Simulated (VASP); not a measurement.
# Te2Mo: what each functional gives, and what it costs, part 3 of 6

Which functional reproduces the measured band gap of Te2Mo, and what does it cost? The start is a cell from a database of measured crystal structures.

VASP 6.6.1, plane waves and PAW; the level of theory is named at each step.

Still holding for the runs below: Spin-orbit coupling is off here; with elements this heavy it splits and shifts levels by tenths of an eV or more.

So far, least gap on mesh and path (eV): step 2 (bands, level LDA, k 5×5×1) 0.670; step 3 (bands, level PBE, k 5×5×1) 0.705; step 4 (bands, level r2SCAN, k 5×5×1) 0.813.

### Step 5. Bands with TB-mBJ, k 5×5×1

This step: TB-mBJ; plane waves and PAW (Te, Mo_sv) (VASP 6.6.1).

TB-mBJ is a local potential fitted to gaps: it costs far less than a hybrid but gives no energy.

Input file INCAR:

```
SYSTEM = Te2Mo
PREC = Accurate
ENCUT = 400
EDIFF = 1E-06
NELM = 150
ISMEAR = 0
SIGMA = 0.02
LREAL = .FALSE.
ALGO = Normal
METAGGA = MBJ
LASPH = .TRUE.
NBANDS = 42
LORBIT = 11
LWAVE = .FALSE.
LCHARG = .FALSE.
KPAR = 2
NCORE = 4
```

Input file POSCAR:

```
Te2Mo
1.0
    3.5182000000      0.0000000000      0.0000000000
   -1.7591000000      3.0468505756      0.0000000000
    0.0000000000      0.0000000000     13.9736000000
Te Mo
4 2
Direct
    0.3333333333      0.6666666667      0.6210000000
    0.6666666667      0.3333333333      0.1210000000
    0.3333333333      0.6666666667      0.8790000000
    0.6666666667      0.3333333333      0.3790000000
    0.3333333333      0.6666666667      0.2500000000
    0.6666666667      0.3333333333      0.7500000000
```

Input file KPOINTS:

```
Automatic mesh
0
Gamma
5 5 1
0 0 0
```

Input file KPOINTS_OPT:

```
Line mode
16
Line-mode
Reciprocal
  0.00000000   0.00000000   0.00000000 GAMMA
  0.50000000   0.00000000   0.00000000 M

  0.50000000   0.00000000   0.00000000 M
  0.33333333   0.33333333   0.00000000 K

  0.33333333   0.33333333   0.00000000 K
  0.00000000   0.00000000   0.00000000 GAMMA

  0.00000000   0.00000000   0.00000000 GAMMA
  0.00000000   0.00000000   0.50000000 A

  0.00000000   0.00000000   0.50000000 A
  0.50000000   0.00000000   0.50000000 L

  0.50000000   0.00000000   0.50000000 L
  0.33333333   0.33333333   0.50000000 H

  0.33333333   0.33333333   0.50000000 H
  0.00000000   0.00000000   0.50000000 A

  0.50000000   0.00000000   0.50000000 L
  0.50000000   0.00000000   0.00000000 M

  0.33333333   0.33333333   0.00000000 K
  0.33333333   0.33333333   0.50000000 H
```

PAW data sets: Te and Mo_sv (PBE family, release 64).

The run is started by

```bash
$ mpirun -np 8 vasp_std
```

Numbers of over 12 decimals in the logs are rounded to 6 here.

The log of the run:

```text
[... set-up lines as in an earlier step ...]
 entering main loop
       N       E                     dE             d eps       ncg     rms          rms(c)
DAV:   1     0.200535644870E+04    0.20054E+04   -0.23824E+04   492   0.904E+02
DAV:   2     0.167826766250E+04   -0.32709E+03   -0.31344E+03   480   0.248E+02
DAV:   3     0.166313627240E+04   -0.15131E+02   -0.14777E+02   504   0.462E+01
DAV:   4     0.166289316870E+04   -0.24310E+00   -0.24261E+00   486   0.589E+00
[...]
DAV:  63     0.167145247944E+04    0.19392E-05   -0.33757E-09   216   0.201E-04    0.174E-03
DAV:  64     0.167145247800E+04   -0.14413E-05   -0.12438E-08   216   0.428E-04    0.128E-03
DAV:  65     0.167145247717E+04   -0.82511E-06   -0.20598E-08   216   0.580E-04
   1 F= 0.16714525E+04 E0= 0.16714525E+04  d E =-.126321E-11
 Start KPOINTS_OPT (optional k-point list driver)
k-point batch [1-5\144]
       N       E                     dE             ncg
DAV:   1    -0.340738149391E+02   -0.44695E+03      484
DAV:   2    -0.190242347888E+04   -0.18683E+04      510
DAV:   3    -0.198048093177E+04   -0.78057E+02      496
DAV:   4    -0.198191723004E+04   -0.14363E+01      496
DAV:   5    -0.198195539209E+04   -0.38162E-01      512
DAV:   6    -0.198195634728E+04   -0.95519E-03      520
DAV:   7    -0.198195639075E+04   -0.43477E-04      520
DAV:   8    -0.198195639289E+04   -0.21398E-05      416
DAV:   9    -0.198195639299E+04   -0.98428E-07      352
[...]
k-point batch [141-144\144]
       N       E                     dE             ncg
DAV:   1     0.143804630745E+04   -0.71718E+04      400
DAV:   2     0.142010919529E+03   -0.12960E+04      402
DAV:   3     0.847990279599E+02   -0.57212E+02      392
DAV:   4     0.839808725565E+02   -0.81816E+00      360
DAV:   5     0.839664842149E+02   -0.14388E-01      370
DAV:   6     0.839660830542E+02   -0.40116E-03      358
DAV:   7     0.839660698462E+02   -0.13208E-04      364
DAV:   8     0.839660693874E+02   -0.45881E-06      284
```

Elapsed: 49 s, on 8 MPI ranks of Intel Xeon 6975P-C (Granite Rapids), shared host; peak memory 1.3 GiB.

Parts of OUTCAR (step 5):

```text
  Total       20.2947688     20.2947688     11.6644070      0.0000000      0.0000000      0.0000000
  in kB      217.0774464    217.0774464    124.7651399      0.0000000      0.0000000      0.0000000
  external PRESSURE =     186.3066776 kB  Pullay stress =       0.0000000 kB

 POSITION                                       TOTAL-FORCE (eV/Angst)
 -----------------------------------------------------------------------------------
     -0.00000      2.03123      8.67761         0.000000     -0.000000     -0.652077
      1.75910      1.01562      1.69081        -0.000000      0.000000     -0.652077
     -0.00000      2.03123     12.28279         0.000000     -0.000000      0.652077
      1.75910      1.01562      5.29599        -0.000000      0.000000      0.652077
     -0.00000      2.03123      3.49340        -0.000000     -0.000000     -0.000000
      1.75910      1.01562     10.48020         0.000000     -0.000000     -0.000000
 -----------------------------------------------------------------------------------
    total drift:                               -0.000000      0.000000     -0.000000

  FREE ENERGIE OF THE ION-ELECTRON SYSTEM (eV)
  ---------------------------------------------------
  free  energy   TOTEN  =      1671.4524771742 eV

  energy  without entropy=     1671.4524771742  energy(sigma->0) =     1671.45247717

[... 2 parts as in an earlier step ...]

[... 1 further part left out ...]
[key lines of the parts left out:]
E-fermi :   8.1565
```

This functional is a potential without an energy, so its energies, forces and stress mean nothing and are not read.

The electronic bands at the labelled points (eV, zero at the valence-band top; v1 is the highest filled band, c1 the lowest empty one):

| point | v4 | v3 | v2 | v1 | c1 | c2 | c3 | c4 |
| --- | --- | --- | --- | --- | --- | --- | --- | --- |
| Γ | -1.08 | -0.99 | -0.41 | 0.00 | 2.88 | 2.88 | 3.01 | 3.01 |
| 0.53 of the way | -1.10 | -1.08 | -1.01 | -0.92 | 1.22 | 1.78 | 1.78 | 2.03 |
| M | -0.92 | -0.89 | -0.65 | -0.38 | 1.28 | 1.34 | 1.52 | 1.82 |
| 0.53 of the way | -2.00 | -1.70 | -0.43 | -0.23 | 1.21 | 1.33 | 1.80 | 1.85 |
| K | -1.91 | -1.91 | -0.23 | -0.04 | 1.02 | 1.02 | 1.28 | 2.19 |
| 0.53 of the way | -1.13 | -0.85 | -0.77 | -0.71 | 1.02 | 1.68 | 1.68 | 1.68 |
| Γ | -1.08 | -0.99 | -0.41 | 0.00 | 2.88 | 2.88 | 3.01 | 3.01 |
| 0.47 of the way | -1.08 | -1.08 | -0.27 | -0.02 | 2.89 | 2.89 | 2.97 | 2.97 |
| A | -1.10 | -1.10 | -0.10 | -0.10 | 2.92 | 2.92 | 2.92 | 2.92 |
| 0.47 of the way | -1.27 | -1.27 | -0.78 | -0.78 | 1.58 | 1.58 | 2.09 | 2.09 |
| L | -0.89 | -0.89 | -0.52 | -0.52 | 1.31 | 1.31 | 1.69 | 1.69 |
| 0.53 of the way | -1.95 | -1.95 | -0.33 | -0.33 | 1.28 | 1.28 | 1.87 | 1.87 |
| H | -2.07 | -2.07 | -0.15 | -0.15 | 1.03 | 1.03 | 1.70 | 1.70 |
| 0.53 of the way | -1.07 | -1.07 | -0.74 | -0.74 | 1.27 | 1.27 | 1.80 | 1.80 |
| A | -1.10 | -1.10 | -0.10 | -0.10 | 2.92 | 2.92 | 2.92 | 2.92 |
| jump to L | -0.89 | -0.89 | -0.52 | -0.52 | 1.31 | 1.31 | 1.69 | 1.69 |
| 0.47 of the way | -0.90 | -0.89 | -0.61 | -0.43 | 1.29 | 1.33 | 1.58 | 1.78 |
| M | -0.92 | -0.89 | -0.65 | -0.38 | 1.28 | 1.34 | 1.52 | 1.82 |
| jump to K | -1.91 | -1.91 | -0.23 | -0.04 | 1.02 | 1.02 | 1.28 | 2.19 |
| 0.53 of the way | -1.99 | -1.99 | -0.20 | -0.08 | 1.03 | 1.03 | 1.41 | 2.01 |
| H | -2.07 | -2.07 | -0.15 | -0.15 | 1.03 | 1.03 | 1.70 | 1.70 |

Of the projections kept (Te, Mo), the largest for each band there; the rest of the weight can lie on other orbitals:

| point | v4 | v3 | v2 | v1 | c1 | c2 | c3 | c4 |
| --- | --- | --- | --- | --- | --- | --- | --- | --- |
| Γ | Mo 0.77 | Mo 0.90 | Te 0.94 | Mo 0.78 | Te 0.71 | Te 0.71 | Te 0.74 | Te 0.74 |
| M | Mo 0.67 | Mo 0.79 | Te 0.80 | Te 0.75 | Mo 0.95 | Mo 0.92 | Mo 0.93 | Mo 0.92 |
| K | Te 0.58 | Te 0.58 | Mo 0.90 | Mo 0.88 | Mo 0.94 | Mo 0.94 | Mo 0.78 | Mo 0.75 |
| Γ | Mo 0.77 | Mo 0.90 | Te 0.94 | Mo 0.78 | Te 0.71 | Te 0.71 | Te 0.74 | Te 0.74 |
| A | Mo 0.77 | Mo 0.77 | Mo 0.66 | Mo 0.66 | Te 0.72 | Te 0.72 | Te 0.72 | Te 0.72 |
| L | Mo 0.74 | Mo 0.74 | Te 0.78 | Te 0.78 | Mo 0.94 | Mo 0.94 | Mo 0.92 | Mo 0.92 |

The gap is 0.82 eV, indirect, from Γ to a point between the labelled ones. Against LDA that is +0.15 eV; this run took 1.4 times the core time.

### Step 6. Bands with TPSS, k 5×5×1

This step: TPSS; plane waves and PAW (Te, Mo_sv) (VASP 6.6.1).

TPSS is an older meta-GGA.

INCAR: that of step 5 with these lines changed.

```diff
@@ -4,3 +4,3 @@
 EDIFF = 1E-06
-NELM = 150
+NELM = 100
 ISMEAR = 0
@@ -9,3 +9,3 @@
 ALGO = Normal
-METAGGA = MBJ
+METAGGA = TPSS
 LASPH = .TRUE.
```

POSCAR is that of step 5.

KPOINTS is that of step 5.

KPOINTS_OPT is that of step 5.

The run is started by

```bash
$ mpirun -np 8 vasp_std
```

The log of the run:

```text
[... set-up lines as in an earlier step ...]
 entering main loop
       N       E                     dE             d eps       ncg     rms          rms(c)
DAV:   1     0.550825022499E+03    0.55083E+03   -0.22013E+04   468   0.987E+02
DAV:   2     0.125829563385E+03   -0.42500E+03   -0.39527E+03   574   0.372E+02
DAV:   3     0.850488615583E+02   -0.40781E+02   -0.39767E+02   584   0.125E+02
DAV:   4     0.836821386133E+02   -0.13667E+01   -0.13595E+01   608   0.247E+01
[...]
DAV:  15    -0.851069537729E+02   -0.10606E-04   -0.69827E-06   454   0.115E-02    0.233E-02
DAV:  16    -0.851069556928E+02   -0.19199E-05   -0.17146E-06   414   0.645E-03    0.794E-03
DAV:  17    -0.851069565018E+02   -0.80894E-06   -0.36295E-07   260   0.233E-03
   1 F= -.85106957E+02 E0= -.85106957E+02  d E =-.107323E-13
 Start KPOINTS_OPT (optional k-point list driver)
k-point batch [1-5\144]
       N       E                     dE             ncg
DAV:   1    -0.577532720750E+02   -0.47063E+03      484
DAV:   2    -0.193280809733E+04   -0.18751E+04      510
DAV:   3    -0.201094288064E+04   -0.78135E+02      488
DAV:   4    -0.201244359420E+04   -0.15007E+01      496
DAV:   5    -0.201249301182E+04   -0.49418E-01      534
DAV:   6    -0.201249333135E+04   -0.31953E-03      528
DAV:   7    -0.201249333922E+04   -0.78765E-05      552
DAV:   8    -0.201249333938E+04   -0.15386E-06      368
[...]
k-point batch [141-144\144]
       N       E                     dE             ncg
DAV:   1     0.141625602824E+04   -0.71936E+04      400
DAV:   2     0.117752217061E+03   -0.12985E+04      408
DAV:   3     0.596610736515E+02   -0.58091E+02      392
DAV:   4     0.587391488447E+02   -0.92192E+00      358
DAV:   5     0.587183380575E+02   -0.20811E-01      344
DAV:   6     0.587175631356E+02   -0.77492E-03      380
DAV:   7     0.587175291077E+02   -0.34028E-04      344
DAV:   8     0.587175275442E+02   -0.15635E-05      316
DAV:   9     0.587175274681E+02   -0.76142E-07      182
```

The job ended after 75 s (8 MPI ranks; peak memory 1.3 GiB; 9.8 min of CPU time).

OUTCAR, selected parts (step 6):

```text
  Total        1.0383258      1.0383258      2.6513776      0.0000000      0.0000000      0.0000000
  in kB       11.1061683     11.1061683     28.3597361      0.0000000      0.0000000      0.0000000
  external PRESSURE =      16.8573576 kB  Pullay stress =       0.0000000 kB

 POSITION                                       TOTAL-FORCE (eV/Angst)
 -----------------------------------------------------------------------------------
     -0.00000      2.03123      8.67761        -0.000000     -0.000000     -0.193810
      1.75910      1.01562      1.69081         0.000000     -0.000000     -0.193810
     -0.00000      2.03123     12.28279        -0.000000     -0.000000      0.193810
      1.75910      1.01562      5.29599         0.000000     -0.000000      0.193810
     -0.00000      2.03123      3.49340        -0.000000      0.000000     -0.000000
      1.75910      1.01562     10.48020         0.000000      0.000000     -0.000000
 -----------------------------------------------------------------------------------
    total drift:                               -0.000000      0.000000     -0.000000

  FREE ENERGIE OF THE ION-ELECTRON SYSTEM (eV)
  ---------------------------------------------------
  free  energy   TOTEN  =       -85.1069565018 eV

  energy  without entropy=      -85.1069565018  energy(sigma->0) =      -85.10695650

[... 2 parts as in an earlier step ...]

[... 1 further part left out ...]
[key lines of the parts left out:]
E-fermi :   8.2213
```

Electronic bands along the path, in eV, zero at the valence-band top; v1 is the highest filled band, c1 the lowest empty one:

| point | v4 | v3 | v2 | v1 | c1 | c2 | c3 | c4 |
| --- | --- | --- | --- | --- | --- | --- | --- | --- |
| Γ | -1.02 | -1.02 | -0.34 | 0.00 | 2.92 | 2.92 | 3.05 | 3.05 |
| 0.53 of the way | -1.17 | -1.10 | -1.00 | -0.95 | 1.12 | 1.75 | 1.78 | 1.98 |
| M | -1.07 | -1.00 | -0.62 | -0.33 | 1.25 | 1.31 | 1.43 | 1.77 |
| 0.53 of the way | -1.96 | -1.65 | -0.55 | -0.29 | 1.15 | 1.27 | 1.71 | 1.79 |
| K | -1.85 | -1.85 | -0.36 | -0.11 | 0.94 | 0.94 | 1.14 | 2.18 |
| 0.53 of the way | -1.09 | -0.91 | -0.73 | -0.71 | 0.91 | 1.62 | 1.65 | 1.66 |
| Γ | -1.02 | -1.02 | -0.34 | 0.00 | 2.92 | 2.92 | 3.05 | 3.05 |
| 0.47 of the way | -1.03 | -1.03 | -0.23 | -0.02 | 2.92 | 2.92 | 3.01 | 3.01 |
| A | -1.04 | -1.04 | -0.09 | -0.09 | 2.96 | 2.96 | 2.96 | 2.96 |
| 0.47 of the way | -1.29 | -1.29 | -0.82 | -0.82 | 1.52 | 1.52 | 2.11 | 2.11 |
| L | -1.02 | -1.02 | -0.48 | -0.48 | 1.27 | 1.27 | 1.62 | 1.62 |
| 0.53 of the way | -1.91 | -1.91 | -0.42 | -0.42 | 1.23 | 1.23 | 1.81 | 1.81 |
| H | -2.01 | -2.01 | -0.26 | -0.26 | 0.95 | 0.95 | 1.62 | 1.62 |
| 0.53 of the way | -1.06 | -1.06 | -0.75 | -0.75 | 1.20 | 1.20 | 1.78 | 1.78 |
| A | -1.04 | -1.04 | -0.09 | -0.09 | 2.96 | 2.96 | 2.96 | 2.96 |
| jump to L | -1.02 | -1.02 | -0.48 | -0.48 | 1.27 | 1.27 | 1.62 | 1.62 |
| 0.47 of the way | -1.05 | -1.01 | -0.57 | -0.38 | 1.26 | 1.29 | 1.50 | 1.72 |
| M | -1.07 | -1.00 | -0.62 | -0.33 | 1.25 | 1.31 | 1.43 | 1.77 |
| jump to K | -1.85 | -1.85 | -0.36 | -0.11 | 0.94 | 0.94 | 1.14 | 2.18 |
| 0.53 of the way | -1.93 | -1.93 | -0.33 | -0.16 | 0.94 | 0.94 | 1.30 | 1.97 |
| H | -2.01 | -2.01 | -0.26 | -0.26 | 0.95 | 0.95 | 1.62 | 1.62 |

Of the projections kept (Te, Mo), the largest for each band there; the rest of the weight can lie on other orbitals:

| point | v4 | v3 | v2 | v1 | c1 | c2 | c3 | c4 |
| --- | --- | --- | --- | --- | --- | --- | --- | --- |
| Γ | Mo 0.78 | Mo 0.78 | Te 0.94 | Mo 0.78 | Te 0.72 | Te 0.72 | Te 0.75 | Te 0.75 |
| M | Mo 0.66 | Mo 0.79 | Te 0.81 | Te 0.76 | Mo 0.95 | Mo 0.93 | Mo 0.93 | Mo 0.93 |
| K | Te 0.56 | Te 0.56 | Mo 0.89 | Mo 0.86 | Mo 0.94 | Mo 0.94 | Mo 0.80 | Mo 0.77 |
| Γ | Mo 0.78 | Mo 0.78 | Te 0.94 | Mo 0.78 | Te 0.72 | Te 0.72 | Te 0.75 | Te 0.75 |
| A | Mo 0.78 | Mo 0.78 | Mo 0.65 | Mo 0.65 | Te 0.73 | Te 0.73 | Te 0.73 | Te 0.73 |
| L | Mo 0.73 | Mo 0.73 | Te 0.78 | Te 0.78 | Mo 0.94 | Mo 0.94 | Mo 0.93 | Mo 0.93 |

The gap is 0.68 eV, indirect, from Γ to a point between the labelled ones. Against LDA that is +0.01 eV; this run took 2.2 times the core time.

### Step 7. Bands with SCAN, k 5×5×1

This step: SCAN; plane waves and PAW (Te, Mo_sv) (VASP 6.6.1).

SCAN adds the kinetic-energy density; it is numerically more delicate than r2SCAN.

INCAR: that of step 6 with these lines changed.

```diff
@@ -9,3 +9,3 @@
 ALGO = Normal
-METAGGA = TPSS
+METAGGA = SCAN
 LASPH = .TRUE.
```

POSCAR is that of step 6.

KPOINTS is that of step 6.

KPOINTS_OPT is that of step 6.

The run is started by

```bash
$ mpirun -np 8 vasp_std
```

The log of the run:

```text
[... set-up lines as in an earlier step ...]
 entering main loop
       N       E                     dE             d eps       ncg     rms          rms(c)
DAV:   1     0.126052314690E+03    0.12605E+03   -0.24141E+04   484   0.929E+02
DAV:   2    -0.218954312407E+03   -0.34501E+03   -0.33110E+03   488   0.256E+02
DAV:   3    -0.235331847386E+03   -0.16378E+02   -0.16036E+02   496   0.493E+01
DAV:   4    -0.235619696447E+03   -0.28785E+00   -0.28755E+00   480   0.670E+00
[...]
DAV:  15    -0.220313403238E+03   -0.29709E-05   -0.18315E-06   358   0.710E-03    0.171E-03
DAV:  16    -0.220313404366E+03   -0.11287E-05   -0.19202E-07   252   0.240E-03    0.195E-03
DAV:  17    -0.220313404533E+03   -0.16702E-06   -0.43709E-08   236   0.114E-03
   1 F= -.22031340E+03 E0= -.22031340E+03  d E =-.528374E-16
 Start KPOINTS_OPT (optional k-point list driver)
k-point batch [1-5\144]
       N       E                     dE             ncg
DAV:   1    -0.111944635551E+03   -0.52482E+03      484
DAV:   2    -0.204486806576E+04   -0.19329E+04      510
DAV:   3    -0.212651890127E+04   -0.81651E+02      488
DAV:   4    -0.212816428588E+04   -0.16454E+01      504
DAV:   5    -0.212822224270E+04   -0.57957E-01      526
DAV:   6    -0.212822261277E+04   -0.37007E-03      520
DAV:   7    -0.212822262241E+04   -0.96393E-05      536
DAV:   8    -0.212822262260E+04   -0.19565E-06      408
[...]
k-point batch [141-144\144]
       N       E                     dE             ncg
DAV:   1     0.136346328372E+04   -0.72464E+04      400
DAV:   2     0.243000678431E+02   -0.13392E+04      416
DAV:   3    -0.357380345203E+02   -0.60038E+02      392
DAV:   4    -0.367219222910E+02   -0.98389E+00      358
DAV:   5    -0.367460994644E+02   -0.24177E-01      368
DAV:   6    -0.367470367892E+02   -0.93732E-03      362
DAV:   7    -0.367470792403E+02   -0.42451E-04      368
DAV:   8    -0.367470812504E+02   -0.20101E-05      284
DAV:   9    -0.367470813495E+02   -0.99123E-07      182
```

It took 77 s on 8 MPI ranks; peak memory 1.3 GiB.

From OUTCAR (step 7):

```text
  Total       -0.1995772     -0.1995772      0.2567336      0.0000000      0.0000000      0.0000000
  in kB       -2.1347227     -2.1347227      2.7460807      0.0000000      0.0000000      0.0000000
  external PRESSURE =      -0.5077882 kB  Pullay stress =       0.0000000 kB

 POSITION                                       TOTAL-FORCE (eV/Angst)
 -----------------------------------------------------------------------------------
     -0.00000      2.03123      8.67761        -0.000000      0.000000      0.269988
      1.75910      1.01562      1.69081         0.000000     -0.000000      0.269988
     -0.00000      2.03123     12.28279        -0.000000      0.000000     -0.269988
      1.75910      1.01562      5.29599         0.000000     -0.000000     -0.269988
     -0.00000      2.03123      3.49340         0.000000      0.000000      0.000000
      1.75910      1.01562     10.48020         0.000000     -0.000000      0.000000
 -----------------------------------------------------------------------------------
    total drift:                               -0.000000      0.000000     -0.000000

  FREE ENERGIE OF THE ION-ELECTRON SYSTEM (eV)
  ---------------------------------------------------
  free  energy   TOTEN  =      -220.3134045335 eV

  energy  without entropy=     -220.3134045335  energy(sigma->0) =     -220.31340453

[... 2 parts as in an earlier step ...]

[... 1 further part left out ...]
[key lines of the parts left out:]
E-fermi :   8.1031
```

The electronic bands at the labelled points (eV, zero at the valence-band top; v1 is the highest filled band, c1 the lowest empty one):

| point | v4 | v3 | v2 | v1 | c1 | c2 | c3 | c4 |
| --- | --- | --- | --- | --- | --- | --- | --- | --- |
| Γ | -1.02 | -1.02 | -0.33 | 0.00 | 3.12 | 3.12 | 3.26 | 3.26 |
| 0.53 of the way | -1.13 | -1.04 | -1.00 | -0.98 | 1.30 | 1.91 | 1.95 | 2.13 |
| M | -1.07 | -1.01 | -0.56 | -0.26 | 1.44 | 1.50 | 1.65 | 2.00 |
| 0.53 of the way | -2.01 | -1.71 | -0.47 | -0.20 | 1.35 | 1.48 | 1.86 | 1.99 |
| K | -1.91 | -1.91 | -0.25 | 0.00 | 1.14 | 1.14 | 1.30 | 2.33 |
| 0.53 of the way | -1.10 | -0.87 | -0.73 | -0.69 | 1.07 | 1.75 | 1.81 | 1.84 |
| Γ | -1.02 | -1.02 | -0.33 | 0.00 | 3.12 | 3.12 | 3.26 | 3.26 |
| 0.47 of the way | -1.02 | -1.02 | -0.23 | -0.02 | 3.13 | 3.13 | 3.21 | 3.21 |
| A | -1.04 | -1.04 | -0.09 | -0.09 | 3.16 | 3.16 | 3.16 | 3.16 |
| 0.47 of the way | -1.23 | -1.23 | -0.82 | -0.82 | 1.69 | 1.69 | 2.28 | 2.28 |
| L | -1.02 | -1.02 | -0.41 | -0.41 | 1.47 | 1.47 | 1.84 | 1.84 |
| 0.53 of the way | -1.97 | -1.97 | -0.33 | -0.33 | 1.43 | 1.43 | 2.01 | 2.01 |
| H | -2.08 | -2.08 | -0.15 | -0.15 | 1.14 | 1.14 | 1.77 | 1.77 |
| 0.53 of the way | -1.06 | -1.06 | -0.72 | -0.72 | 1.34 | 1.34 | 1.96 | 1.96 |
| A | -1.04 | -1.04 | -0.09 | -0.09 | 3.16 | 3.16 | 3.16 | 3.16 |
| jump to L | -1.02 | -1.02 | -0.41 | -0.41 | 1.47 | 1.47 | 1.84 | 1.84 |
| 0.47 of the way | -1.05 | -1.01 | -0.51 | -0.31 | 1.45 | 1.49 | 1.71 | 1.95 |
| M | -1.07 | -1.01 | -0.56 | -0.26 | 1.44 | 1.50 | 1.65 | 2.00 |
| jump to K | -1.91 | -1.91 | -0.25 | 0.00 | 1.14 | 1.14 | 1.30 | 2.33 |
| 0.53 of the way | -2.00 | -2.00 | -0.22 | -0.06 | 1.14 | 1.14 | 1.46 | 2.12 |
| H | -2.08 | -2.08 | -0.15 | -0.15 | 1.14 | 1.14 | 1.77 | 1.77 |

Of the projections kept (Te, Mo), the largest for each band there; the rest of the weight can lie on other orbitals:

| point | v4 | v3 | v2 | v1 | c1 | c2 | c3 | c4 |
| --- | --- | --- | --- | --- | --- | --- | --- | --- |
| Γ | Mo 0.79 | Mo 0.79 | Te 0.94 | Mo 0.78 | Te 0.73 | Te 0.73 | Te 0.76 | Te 0.76 |
| M | Mo 0.67 | Mo 0.79 | Te 0.81 | Te 0.75 | Mo 0.95 | Mo 0.93 | Mo 0.92 | Mo 0.92 |
| K | Te 0.56 | Te 0.56 | Mo 0.89 | Mo 0.86 | Mo 0.94 | Mo 0.94 | Mo 0.80 | Mo 0.76 |
| Γ | Mo 0.79 | Mo 0.79 | Te 0.94 | Mo 0.78 | Te 0.73 | Te 0.73 | Te 0.76 | Te 0.76 |
| A | Mo 0.78 | Mo 0.78 | Mo 0.65 | Mo 0.65 | Te 0.74 | Te 0.74 | Te 0.74 | Te 0.74 |
| L | Mo 0.73 | Mo 0.73 | Te 0.78 | Te 0.78 | Mo 0.94 | Mo 0.94 | Mo 0.92 | Mo 0.92 |

The gap is 0.84 eV, indirect, from K to a point between the labelled ones. Against LDA that is +0.17 eV; this run took 2.3 times the core time.

(Part 3 of 6 ends here.)

[Lines on the potential files, build, host, timing and source positions are cut from VASP's logs without a mark.]

[Logs are printed without paths, hosts, clocks, repeated set-up lines and the standing remarks that a program may print on its own settings, such as how far it seeks lower states.]

[Hosts, paths, dates, database ids (printed as entryN), source tags and the programs' standing remarks are cut or masked in the printed files.]

[A measured line is paired with the nearest computed mode of its activity, which favours agreement.]
